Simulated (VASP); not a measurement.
Given:

```yaml
crystal:
  lattice:
    - [1.65165, -5.32911, 0.00000]
    - [1.65165, 5.32911, 0.00000]
    - [0.00000, 0.00000, 4.44988]
  atoms:
    - { symbol: P, position: [0.09899, 0.90101, 0.91454] }
    - { symbol: P, position: [0.40101, 0.59899, 0.41454] }
    - { symbol: P, position: [0.59899, 0.40101, 0.58546] }
    - { symbol: P, position: [0.90101, 0.09899, 0.08546] }
```

Computed with r2SCAN+rVV10, VASP's PBE PAW potentials (set 64) (plane waves; VASP 6.6.1). Numerical set-up: 520 eV cut-off, 11×11×8 Γ-centred mesh, tetrahedra with Blöchl corrections, potentials P.

The cores are frozen, which limits the accuracy of field gradients.

Q: Give the principal components of the electric field gradient (V/Å²) and the asymmetry η at each nucleus.

A: 
```csv
atom,Vxx,Vyy,Vzz,η
P1,43.2,36.9,-80.1,0.08
P2,43.2,36.9,-80.1,0.08
P3,43.2,36.9,-80.1,0.08
P4,43.2,36.9,-80.1,0.08
```

The compound is P in the black structure. It was relaxed first.
